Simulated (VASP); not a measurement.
Here is the system:

```
AsB
1.0
    4.77759     0.00000     0.00000
    0.00000     3.37827     0.00000
    0.00000     0.00000    25.12723
B As
6 6
Direct
  0.00000   0.00000   0.66806
  0.50000   0.50000   0.60084
  0.00000   0.00000   0.53361
  0.50000   0.50000   0.46639
  0.00000   0.00000   0.39916
  0.50000   0.50000   0.33194
  0.25000   0.00000   0.60084
  0.75000   0.50000   0.66806
  0.25000   0.00000   0.46639
  0.75000   0.50000   0.53361
  0.25000   0.00000   0.33194
  0.75000   0.50000   0.39916
```

These are PBEsol GGA, VASP's PBE PAW potentials (set 64) (plane waves; VASP) values and carry that method's errors. Settings: PREC = Normal, EDIFF = 1E-5, 450 eV cut-off, 4×6×1 Γ-centred mesh, Gaussian smearing of 0.050 eV, potentials B As.

The ions are relaxed. Give the cell that the relaxation ends in.

```
AsB
1.0
    4.77759     0.00000     0.00000
    0.00000     3.37827     0.00000
    0.00000     0.00000    25.12723
B As
6 6
Direct
  0.95050   0.00000   0.65301
  0.51337   0.50000   0.60152
  0.01271   0.00000   0.53309
  0.51271   0.50000   0.46691
  0.01337   0.00000   0.39848
  0.45050   0.50000   0.34699
  0.26814   0.00000   0.60105
  0.74189   0.50000   0.67504
  0.26337   0.00000   0.46577
  0.76337   0.50000   0.53423
  0.24189   0.00000   0.32496
  0.76814   0.50000   0.39895
```

How much energy does the relaxation gain?

The energy (σ→0) changes by -134.1 meV/atom, in 18 ionic steps.

The cell is a thin slab with vacuum, built from BAs (zinc blende): (110) face.
